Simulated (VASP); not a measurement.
Consider the following.

```
CELL_PARAMETERS angstrom
      0.00000     2.49103     2.49103
      2.49103     0.00000     2.49103
      2.49103     2.49103     0.00000
ATOMIC_POSITIONS crystal
  Gd 0.00000 0.00000 0.00000
  N  0.50000 0.50000 0.50000
```

Method: PW91 GGA, VASP's PBE PAW potentials (set 64) (plane waves; VASP). Run with 520 eV cut-off, Gaussian smearing of 0.050 eV, potentials Gd_3 N.

The 4f electrons are frozen in the core of the lanthanide potential, so 4f levels, which can set the real gap, and their magnetism are missing.

### Question
Estimate the band gap (along the path) with the smallest direct gap where there is one.

### Answer

```
Property                                                      Value
-------------------------  ----------------------------------------
band gap (along the path)  none (metal, semimetal or under 0.01 eV)
```

Total energies compare only between runs with the same potentials, cut-off and functional.

The compound is GdN in the rock salt structure. It was relaxed first.
